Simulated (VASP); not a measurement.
Output of a VASP run:

### OSZICAR
```
       N       E                     dE             d eps       ncg     rms          rms(c)
DAV:   1     0.105165440427E+03    0.10517E+03   -0.87216E+03   754   0.121E+03
DAV:   2    -0.140913448490E+01   -0.10657E+03   -0.10305E+03   854   0.286E+02
DAV:   3    -0.498234573785E+01   -0.35732E+01   -0.35677E+01   924   0.555E+01
DAV:   4    -0.501064476726E+01   -0.28299E-01   -0.28297E-01  1055   0.454E+00
DAV:   5    -0.501074394121E+01   -0.99174E-04   -0.99174E-04   904   0.217E-01    0.100E+01
DAV:   6    -0.474654240894E+01    0.26420E+00   -0.59501E-01   859   0.131E+01    0.747E+00
DAV:   7    -0.472140992589E+01    0.25132E-01   -0.17061E-01   889   0.347E+00    0.236E+00
DAV:   8    -0.471996333954E+01    0.14466E-02   -0.17663E-02   779   0.203E+00    0.747E-01
DAV:   9    -0.471985257112E+01    0.11077E-03   -0.10579E-03   839   0.406E-01    0.240E-01
DAV:  10    -0.471985819067E+01   -0.56195E-05   -0.14179E-04   842   0.111E-01    0.724E-02
DAV:  11    -0.471986845063E+01   -0.10260E-04   -0.38072E-05   893   0.739E-02    0.280E-02
DAV:  12    -0.471986706786E+01    0.13828E-05   -0.35221E-06   854   0.274E-02    0.107E-02
DAV:  13    -0.471986710974E+01   -0.41877E-07   -0.15401E-06   647   0.105E-02
   1 F= 0.18751387E+01 E0= 0.18751387E+01  d E =0.187514E+01
       N       E                     dE             d eps       ncg     rms          rms(c)
DAV:   1    -0.474083677328E+01   -0.20970E-01   -0.28913E-02   864   0.247E+00    0.281E-01
DAV:   2    -0.473950371729E+01    0.13331E-02   -0.35590E-03   864   0.109E+00    0.109E-01
DAV:   3    -0.473937275674E+01    0.13096E-03   -0.29257E-04   819   0.211E-01    0.880E-02
DAV:   4    -0.473934550761E+01    0.27249E-04   -0.50994E-05   824   0.681E-02    0.114E-02
DAV:   5    -0.473934393659E+01    0.15710E-05   -0.51229E-06   789   0.358E-02    0.101E-02
DAV:   6    -0.473934365090E+01    0.28569E-06   -0.10796E-06   422   0.113E-02
   2 F= 0.18752032E+01 E0= 0.18752032E+01  d E =0.644146E-04
       N       E                     dE             d eps       ncg     rms          rms(c)
DAV:   1    -0.472641745802E+01    0.12926E-01   -0.14393E-02   864   0.174E+00    0.195E-01
DAV:   2    -0.472575184283E+01    0.66562E-03   -0.17798E-03   864   0.769E-01    0.754E-02
DAV:   3    -0.472568998729E+01    0.61856E-04   -0.14412E-04   819   0.147E-01    0.608E-02
DAV:   4    -0.472568139927E+01    0.85880E-05   -0.25250E-05   819   0.482E-02    0.776E-03
DAV:   5    -0.472568122445E+01    0.17481E-06   -0.25108E-06   746   0.252E-02
   3 F= 0.18751205E+01 E0= 0.18751205E+01  d E =-.182617E-04
```

### OUTCAR
```
------------------------ aborting loop because EDIFF is reached ----------------------------------------
  FORCE on cell =-STRESS in cart. coord.  units (eV):
  Direction    XX          YY          ZZ          XY          YZ          ZX
  --------------------------------------------------------------------------------------
  Total        6.6047314      6.6047314      6.6047314     -0.0000000      0.0000000     -0.0000000
  in kB      200.1190672    200.1190672    200.1190672     -0.0000000      0.0000000     -0.0000000
  external PRESSURE =       0.1190672 kB  Pullay stress =     200.0000000 kB
  volume of cell :       52.88
      direct lattice vectors                 reciprocal lattice vectors
     0.000000000  2.979081783  2.979081783    -0.167836950  0.167836950  0.167836950
     2.979081783 -0.000000000  2.979081783     0.167836950 -0.167836950  0.167836950
     2.979081783  2.979081783 -0.000000000     0.167836950  0.167836950 -0.167836950
  FREE ENERGIE OF THE ION-ELECTRON SYSTEM (eV)
  ---------------------------------------------------
  free  energy   TOTEN  =        -4.7256812245 eV

  energy  without entropy=       -4.7256812244  energy(sigma->0) =       -4.72568122
  enthalpy is  TOTEN    =         1.8751204816 eV   P V=        6.6008017061

 reached required accuracy - stopping structural energy minimisation
```
(Selected blocks of OUTCAR.)

### POSCAR
```
CdTe
1
    0.0000000000     2.9782095972     2.9782095972
    2.9782095972     0.0000000000     2.9782095972
    2.9782095972     2.9782095972    -0.0000000000
Cd Te
1 1
Direct
  0.0000000000   0.0000000000   0.0000000000
  0.2500000000   0.2500000000   0.2500000000
```

Q: Write an INCAR and KPOINTS that could have produced this output.

A: One answer among several that fit: the input of the run itself, PBEsol GGA, plane waves, VASP's PBE PAW potentials (set 64).

**KPOINTS**
```
Automatic mesh
0
Gamma
8 8 8
0 0 0
```

INCAR:
```
SYSTEM = CdTe
PREC = Accurate
ENCUT = 500
EDIFF = 1E-6
NELM = 100
ALGO = Normal
LREAL = .FALSE.
LASPH = .TRUE.
ISMEAR = 0
SIGMA = 0.05
GGA = PS
LMAXMIX = 4
LWAVE = .FALSE.
LCHARG = .FALSE.
IBRION = 2
ISIF = 3
NSW = 40
EDIFFG = -0.02
PSTRESS = 200
```

POTCAR, in this order: Cd Te (PBE.64 set). Program: vasp_std.

The structure was generated: CdTe was put into the zinc blende type (F-43m), which need not be its known phase. This run relaxes it under an external pressure of 20 GPa. Symmetry was kept, so distortions that lower it aren't found.
